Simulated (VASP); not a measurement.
Here is the system:

```
CELL_PARAMETERS angstrom
      5.18133     2.58364     2.58364
      2.58364     5.18133     2.58364
      2.58364     2.58364     5.18133
ATOMIC_POSITIONS crystal
  Mn 0.00000 0.00000 0.00000
  Mn 0.50000 0.50000 0.50000
  S  0.25000 0.25000 0.25000
  S  0.75000 0.75000 0.75000
```
Starting moments (μB, in the order of the record's atoms Mn Mn S S): 4.2 -4.2 0.0 0.0.

Method: revPBE GGA, VASP's PBE PAW potentials (set 64) (plane waves; VASP). Settings: 520 eV cut-off, 8×8×8 Γ-centred mesh, tetrahedra with Blöchl corrections, potentials Mn_pv S.

### Question
What does the run give for the cell moment, energy per atom (σ→0), band gap (on the k-mesh) with the smallest direct gap where there is one?

### Answer

* **band gap (on the k-mesh)**: 0.94 eV
* **smallest direct gap (on the k-mesh)**: 1.32 eV
* **cell moment**: 0.00 μB
* **energy per atom (σ→0)**: -6.840 eV/atom

### Question
Give the moment on each site (PAW-sphere projection).

### Answer

```csv
site,moment (μB)
Mn1,4.21
Mn2,-4.21
S3,0.00
S4,0.00
```

Total energies compare only between runs with the same potentials, cut-off and functional.

The compound is MnS in the rock salt, AFM-II order structure. It was relaxed first.
